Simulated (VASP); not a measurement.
Given:

```yaml
crystal:
  lattice:
    - [1.79948, -3.11679, 0.00000]
    - [1.79948, 3.11679, 0.00000]
    - [0.00000, 0.00000, 5.82680]
  atoms:
    - { symbol: Hf, position: [0.00000, 0.00000, 0.00000] }
    - { symbol: S, position: [0.33333, 0.66667, 0.24940] }
    - { symbol: S, position: [0.66667, 0.33333, 0.75060] }
```

All values below come from vdW-DF-cx, VASP's PBE PAW potentials (set 64) (plane waves; VASP). Run with 520 eV cut-off, Gaussian smearing of 0.050 eV, potentials Hf_pv S.

Unless said otherwise, spin-orbit coupling is left out, though it shifts the bands of the heavy elements here.

Question: Give the energies of bands 6 to 14 at the high-symmetry points, in eV from the valence-band maximum.

Answer: 
| band | Γ | M | K | A | L | H |
|---|---|---|---|---|---|---|
| 6 | -5.00 | -5.01 | -4.18 | -3.73 | -5.14 | -3.86 |
| 7 | -2.82 | -2.95 | -3.66 | -2.77 | -3.66 | -3.86 |
| 8 | -2.82 | -2.67 | -3.66 | -2.77 | -2.72 | -3.81 |
| 9 | -0.10 | -2.53 | -2.28 | -2.03 | -2.50 | -2.36 |
| 10 | -0.10 | -2.13 | -2.28 | -0.26 | -1.08 | -1.91 |
| 11 | -0.01 | -1.39 | -1.72 | -0.26 | -0.94 | -1.91 |
| 12 | 1.90 | 1.06 | 2.54 | 1.85 | 0.89 | 2.74 |
| 13 | 1.90 | 4.03 | 3.65 | 1.85 | 4.01 | 3.21 |
| 14 | 2.45 | 4.11 | 3.65 | 2.78 | 4.15 | 3.21 |

The gap is indirect, 0.89 eV, from the valence maximum at K-Γ at 0.89 to the conduction minimum at L.

Measured: gap 1.80 eV (computed value off by -0.91 eV), as given by Miłosz Rybak et al., Nanomaterials (2022), arXiv:2210.12074.

The compound is HfS2 in the 1T layered structure. It was relaxed first.
